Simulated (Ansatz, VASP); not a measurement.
# Cross-check of AlOs (Al-Os stack, (111) layers) between VASP and Ansatz, part 2 of 2

Wanted: the spread between two codes on one cell, functional and k mesh. Of the first pair: The structure shown is the start of the Ansatz relaxation below; VASP solves that cell, so the two are compared at the walk's first step.

VASP 6.6.1 and Ansatz 0.2.0.

So far. Step 4 (Differences): The forces differ by 4.4 meV/Å r.m.s., which is 0.8 % of the r.m.s. force of 0.564 eV/Å (both taken over all components). Where the cell holds vacuum, a pressure given here is an average over it and none of the material. Step 5 (Ansatz: relaxation, LDA): This is the run of step 2 again, met here at its other cell.

## (6) VASP: single point, LDA, relaxed cell, pair 2

Level of this step: LDA; plane waves and PAW (Al, Os) (VASP).

The same cell, functional (in two slightly different forms), mesh and smearing now go to VASP, with its own data sets.

Input file INCAR:

```
SYSTEM = AlOs
PREC = Accurate
ENCUT = 520
EDIFF = 1E-06
NELM = 120
ISMEAR = 0
SIGMA = 0.1
LREAL = .FALSE.
ALGO = Normal
GGA = CA
NBANDS = 11
LASPH = .TRUE.
LORBIT = 11
LWAVE = .FALSE.
LCHARG = .FALSE.
ISIF = 2
LDIPOL = .TRUE.
IDIPOL = 3
DIPOL = 0.5 0.5 0.234
LVHAR = .TRUE.
GGA_COMPAT = .FALSE.
NELMDL = -8
KPAR = 2
```

Input file POSCAR:

```
AlOs
1.0
    2.6389693978      0.0000000000      0.0000000000
   -1.3194846989      2.2854145383      0.0000000000
    0.0000000000      0.0000000000     28.2245350189
Al Os
1 1
Direct
    0.0000000000      0.0000000000      0.1968004337
    0.3333333333      0.6666666667      0.2713125039
```

Input file KPOINTS:

```
Automatic mesh
0
Gamma
9 9 1
0 0 0
```

The projector-augmented-wave data sets are Al and Os (LDA family, release 64).

Started as:

```sh
$ mpirun -np 2 vasp_std
```

Numbers of over 12 decimals in the logs are rounded to 6 here.

The program printed:

```text
[... set-up lines as in an earlier step ...]
 entering main loop
       N       E                     dE             d eps       ncg     rms          rms(c)
DAV:   1     0.636237516256E+02    0.63624E+02   -0.34513E+03   264   0.665E+02
DAV:   2    -0.117020204965E+02   -0.75326E+02   -0.69481E+02   482   0.147E+02
DAV:   3    -0.165099370792E+02   -0.48079E+01   -0.45402E+01   341   0.418E+01
DAV:   4    -0.165965206325E+02   -0.86584E-01   -0.85883E-01   320   0.709E+00
[...]
DAV:  25    -0.153235213277E+02   -0.25300E-05   -0.52347E-08   250   0.114E-03    0.143E-04
DAV:  26    -0.153235224906E+02   -0.11629E-05   -0.17553E-08   212   0.529E-04    0.171E-04
DAV:  27    -0.153235229211E+02   -0.43051E-06   -0.67605E-09   204   0.448E-04
   1 F= -.15323523E+02 E0= -.15317066E+02  d E =-.129144E-01
```

OUTCAR, selected parts (step 6):

```text
  Total        0.0891391      0.0891391      0.0304072      0.0000000     -0.0000000      0.0000000
  in kB        0.8389816      0.8389816      0.2861944      0.0000000     -0.0000000      0.0000000
  external PRESSURE =       0.6547192 kB  Pullay stress =       0.0000000 kB

 POSITION                                       TOTAL-FORCE (eV/Angst)
 -----------------------------------------------------------------------------------
      0.00000      0.00000      5.55460        -0.000000     -0.000000     -0.024223
     -0.00000      1.52361      7.65767         0.000000      0.000000      0.024223
 -----------------------------------------------------------------------------------
    total drift:                               -0.000000      0.000000     -0.000068

  FREE ENERGIE OF THE ION-ELECTRON SYSTEM (eV)
  ---------------------------------------------------
  free  energy   TOTEN  =       -15.3235229211 eV

  energy  without entropy=      -15.3106085561  energy(sigma->0) =      -15.31706574

[... 1 part as in an earlier step ...]

[... 2 further parts left out ...]
[key lines of the parts left out:]
E-fermi :  -2.8305
```

The run ends at a pressure of 0.07 GPa, with forces up to 0.024 eV/Å.

## (7) Differences

What differs besides the data sets and the points named for the pairs above, as far as they apply: the data sets hold 19 valence electrons in Ansatz (on its default PAW (the set named soft_2) files) and 11 in VASP. Total energies have different zeros and are not compared.

The largest component of a force difference here is 28 meV/Å. Where the cell holds vacuum, a pressure given here is an average over it and none of the material.

## (8) Ansatz: relaxation, LDA

The two programs are compared at the cell with which this relaxation starts, whose forces are those of its first step.

The structure compared here is the start of the Ansatz relaxation; VASP solves that cell, so the two are compared at the walk's first step.

Input file input.yaml:

```yaml
crystal:
  lattice:
    - [2.6389693978, 0.0, 0.0]
    - [-1.3194846989, 2.2854145383, 0.0]
    - [0.0, 0.0, 28.2245350189]
  atoms:
    - { symbol: Al, position: [0.0, 0.0, 0.1968004337] }
    - { symbol: Os, position: [0.3333333333, 0.6666666667, 0.2713125039] }
  periodic: [true, true, false]
kpoints:
  mp_grid: { grid: [12, 12, 1] }
hamiltonian:
  xc: lda
scf:
  occupations: { method: gaussian, width: 0.1 }
output:
  forces: true
  stress: true
  eigenvalues: true
  write_density: true
  write_potential: true
  elf: true
  volumetric_format: npy
relax:
  adjacent_minimum: "off"
  f_tol: 0.005
  max_steps: 80
  cell: { stress_2d_tol: 0.02 }
```

Started as:

```sh
$ ansatz run input.yaml --threads 4 --pin off --max-ram 8192MiB --backend cpu --events-out ev --progress --plain --runs-dir out
```

The program printed:

```text
[...]
Crystal: 2 atoms, lattice volume = 170.226 Å³
Basis set: ecut = 420 eV, 3425 PW (Γ)
Bands: 14, of which v1, the nominal top of the filled ones, is band 10 counted from 1 (9 counted from 0)
Symmetry: 6 space group operations
[...]
k-points: 19 of 144 (time reversal used)
[...]
k-point 18: bands = [... 6 lower, -8.0112, -7.6443, -7.6371, -4.5701, -3.5630, -2.3054, 1.4827, 2.0687]
--- Relaxed structure (5 steps of the walk, 5 accepted, 1 SCFs on fresh bases) ---
[...]
cell:  # Å, volume = 169.2933 Å³
    - [2.631729, 0, 0]
    - [-1.315865, 2.279145, 0]
    - [0, 0, 28.2245350189]
  atoms:
    - { symbol: Al, position: [0, -2.7755575615628914e-17, 0.196286] }
    - { symbol: Os, position: [0.333333, 0.666667, 0.271827] }
[key lines of the parts left out:]
SCF converged after 6 iterations
Free energy (F): -11629.797632 eV
Fermi energy:    -5.220344 eV
P = ½ c Tr σ = 0.0021 N/m
```

## (9) VASP: single point, LDA, start cell, pair 3

The same cell, functional (in two slightly different forms), mesh and smearing now go to VASP, with its own data sets.

INCAR is that of step 6.

Input file POSCAR:

```
AlOs
1.0
    2.6389690000      0.0000000000      0.0000000000
   -1.3194850000      2.2854150000      0.0000000000
    0.0000000000      0.0000000000     28.2245350000
Al Os
1 1
Direct
    0.0000000000      0.0000000000      0.1968004433
    0.3333334596      0.6666666667      0.2713124946
```

Input file KPOINTS:

```
Automatic mesh
0
Gamma
12 12 1
0 0 0
```

Started as:

```sh
$ mpirun -np 2 vasp_std
```

The program printed:

```text
[... set-up lines as in an earlier step ...]
 entering main loop
       N       E                     dE             d eps       ncg     rms          rms(c)
DAV:   1     0.626233234500E+02    0.62623E+02   -0.35496E+03   418   0.674E+02
DAV:   2    -0.120134527768E+02   -0.74637E+02   -0.67421E+02   734   0.146E+02
DAV:   3    -0.165142474742E+02   -0.45008E+01   -0.44097E+01   553   0.429E+01
DAV:   4    -0.165839799367E+02   -0.69732E-01   -0.69074E-01   525   0.641E+00
[...]
DAV:  24    -0.153001204433E+02   -0.36095E-05   -0.10076E-07   454   0.195E-03    0.450E-04
DAV:  25    -0.153001256910E+02   -0.52476E-05   -0.18356E-07   394   0.195E-03    0.396E-04
DAV:  26    -0.153001265723E+02   -0.88138E-06   -0.15836E-08   389   0.615E-04
   1 F= -.15300127E+02 E0= -.15293890E+02  d E =-.124739E-01
```

Parts of OUTCAR (step 9):

```text
  Total        0.0019829      0.0019829      0.3047299     -0.0000000      0.0000000      0.0000000
  in kB        0.0186627      0.0186628      2.8681345     -0.0000000      0.0000000      0.0000000
  external PRESSURE =       0.9684867 kB  Pullay stress =       0.0000000 kB

 POSITION                                       TOTAL-FORCE (eV/Angst)
 -----------------------------------------------------------------------------------
      0.00000      0.00000      5.55460        -0.000000      0.000000     -0.154865
     -0.00000      1.52361      7.65767         0.000000      0.000000      0.154865
 -----------------------------------------------------------------------------------
    total drift:                               -0.000020     -0.000001     -0.000094

  FREE ENERGIE OF THE ION-ELECTRON SYSTEM (eV)
  ---------------------------------------------------
  free  energy   TOTEN  =       -15.3001265723 eV

  energy  without entropy=      -15.2876526899  energy(sigma->0) =      -15.29388963

[... 3 further parts left out ...]
[key lines of the parts left out:]
E-fermi :  -2.8611
```

The run ends at a pressure of 0.10 GPa, with forces up to 0.15 eV/Å.

## (10) Side by side

What differs besides the data sets and the points named for the pairs above, as far as they apply: the data sets hold 19 valence electrons in Ansatz (on its default PAW (the set named soft_2) files) and 11 in VASP. Total energies have different zeros and are not compared.

Forces (eV/Å; atoms numbered as in POSCAR):

```tsv
atom	Ansatz x, y, z	VASP x, y, z
Al1	0.000, 0.000, -0.140	0.000, 0.000, -0.155
Os2	0.000, 0.000, 0.140	0.000, 0.000, 0.155
```

The forces differ by 8.3 meV/Å r.m.s., which is 9.3 % of the r.m.s. force of 0.089 eV/Å (both taken over all components). Where the cell holds vacuum, a pressure given here is an average over it and none of the material.

## (11) Results

* r.m.s. force difference (single point, LDA, start cell, pair 1): 0.78 % of the r.m.s. force
* r.m.s. force difference (single point, LDA, relaxed cell, pair 2): 16 meV/Å
* r.m.s. force difference (single point, LDA, start cell, pair 3): 8.3 meV/Å

**Reading.** The r.m.s. force difference is 16 meV/Å (single point, LDA, relaxed cell, pair 2), beyond the 12 meV/Å picked in this series as the mark of a large difference. The data sets hold unlike numbers of valence electrons (19 in Ansatz and 11 in VASP), so part of the differences may come from the potentials. What causes the difference of the single point, LDA, relaxed cell, pair 2 pair stays open here. 3 further pairs of this series are not shown here. Such differences can come from data sets, numerical settings and the points named under the comparisons, not from the functional's error against experiment.

[Lines on the potential files, build, host, timing and source positions are cut from VASP's logs without a mark.]

[Logs are printed without paths, hosts, clocks, repeated set-up lines and the standing remarks that a program may print on its own settings, such as how far it seeks lower states.]

[Hosts, paths, dates, database ids (printed as entryN), source tags and the programs' standing remarks are cut or masked in the printed files.]
